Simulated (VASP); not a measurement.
Given:

```yaml
crystal:
  lattice:
    - [-2.76858, 2.86892, 4.87907]
    - [2.76858, -2.86892, 4.87907]
    - [2.76858, 2.86892, -4.87907]
  atoms:
    - { symbol: Si, position: [0.00000, 0.75000, 0.75000] }
    - { symbol: Si, position: [0.00000, 0.25000, 0.25000] }
    - { symbol: S, position: [0.68031, 0.88298, 0.79733] }
    - { symbol: S, position: [0.08565, 0.38298, 0.70267] }
    - { symbol: S, position: [0.91435, 0.61702, 0.29733] }
    - { symbol: S, position: [0.31969, 0.11702, 0.20267] }
```

Method: PBEsol GGA, VASP's PBE PAW potentials (set 64) (plane waves; VASP). Run with 400 eV cut-off, 5×5×5 Γ-centred mesh, Gaussian smearing of 0.050 eV, potentials Si S.

Without a dispersion term in the relaxation, distances and binding between the weakly bound layers, chains or molecules are unreliable, and so is what depends on them.

Q: Predict the energy per atom (σ→0).

A: 
```json
{
 "energy per atom (σ→0)": "-5.503 eV/atom"
}
```

Total energies compare only between runs with the same potentials, cut-off and functional.

The compound is SiS2 in the sg72 structure. It was relaxed first. The start is the result of an earlier pass.
